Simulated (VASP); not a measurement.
Crystal: TiOs.

```
CELL_PARAMETERS angstrom
3.08000 0.00000 0.00000
0.00000 3.08000 0.00000
0.00000 0.00000 3.08000
ATOMIC_POSITIONS crystal
Ti 0.50000 0.50000 0.50000
Os 0.00000 0.00000 0.00000
```

- Program: VASP 6.6.1
- Task: relaxation of cell and atoms
- Functional: LDA
- Potentials or basis: VASP PAW LDA potentials, release 64 (Ti_sv, Os)
- Cutoff: 600 eV
- k mesh: 7 × 7 × 7
- Occupations: fermi-dirac, width 0.1 eV
- Spin: no spin polarisation

At the start: pressure -9.3 GPa; volume 14.61 Å³/atom.

Problem. How do energy, volume and symmetry change on relaxing?

Solution. Over 4 steps the energy falls by 15.4 meV/atom and the volume is 14.10 Å³/atom (-3.5 %); space group Pm-3m (No. 221, to 0.05 Å).

The path:
```csv
step,energy change (eV),largest force (eV/Å),pressure (GPa),volume (Å³)
1,0.0000,0.0000,-9.34,29.22
2,0.1865,0.0000,31.03,25.76
3,-0.0308,0.0000,-0.32,28.23
4,-0.0308,0.0000,-0.10,28.20
```

Final structure:
```yaml
crystal:
  lattice:
    - [3.04384, 0.00000, 0.00000]
    - [0.00000, 3.04384, 0.00000]
    - [0.00000, 0.00000, 3.04384]
  atoms:
    - { symbol: Ti, position: [0.50000, 0.50000, 0.50000] }
    - { symbol: Os, position: [0.00000, 0.00000, 0.00000] }
```
